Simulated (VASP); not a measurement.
An input for Ansatz (written as the equivalent of a VASP run, and not itself run):

Ansatz 0.2 input:
```yaml
crystal:
  lattice:
    - [3.9900000, 0.0000000, 0.0000000]
    - [0.0000000, 3.9900000, 0.0000000]
    - [0.0000000, 0.0000000, 3.9900000]
  atoms:
    - { symbol: Tl, position: [0.0000000, 0.0000000, 0.0000000] }
    - { symbol: Br, position: [0.5000000, 0.5000000, 0.5000000] }
kpoints:
  mp_grid: { grid: [6, 6, 6] }
hamiltonian:
  xc: pbesol
  pseudopotentials: { kind: paw }
scf:
  occupations: { method: gaussian, width: 0.05 }
  max_iter: 100
relax:
  max_steps: 60
  f_tol: 0.01
  cell: {}
output: { forces: true, stress: true, eigenvalues: true }
```

### Question
Translate this input to VASP (INCAR, KPOINTS, POSCAR, choice of POTCAR).

### Answer
Several could match; the one computed here: 
INCAR:
```
ISIF  =  3
SYSTEM  =  TlBr
GGA  =  PS
LCHARG  =  .False.
LMAXMIX  =  4   ! l cut-off of mixed one-centre charges
NSW  =  60   ! most ionic steps
LASPH  =  .True.   ! aspherical one-centre terms
EDIFFG  =  -0.01
IBRION  =  2
LREAL  =  .False.
ISMEAR  =  0   ! Gaussian
PREC  =  Accurate
ALGO  =  Normal
SIGMA  =  0.05   ! width (eV)
NELM  =  100   ! most electronic steps
ENCUT  =  480
EDIFF  =  1E-6   ! SCF stop (eV)
LWAVE  =  .False.
```

### KPOINTS
```
Automatic mesh
0
Gamma
6 6 6
0 0 0
```

POSCAR:
```
TlBr
1.0
  3.9900000000   0.0000000000   0.0000000000
  0.0000000000   3.9900000000   0.0000000000
  0.0000000000   0.0000000000   3.9900000000
Tl Br
1 1
direct
  0.0000000000   0.0000000000   0.0000000000
  0.5000000000   0.5000000000   0.5000000000
```

POTCAR, in this order: Tl_d Br (PBE.64 set). Program: vasp_std.

What does not carry over: each code has its own PAW files, so the cut-off isn't converted (ENCUT is set for VASP's; basis.ecutwfc is left out, and Ansatz then takes the one that its files recommend); Ansatz stops its SCF on the density residual and VASP on the energy change (EDIFF).

The compound is TlBr in the CsCl type structure. This run relaxes it. Symmetry was kept, so distortions that lower it aren't found.
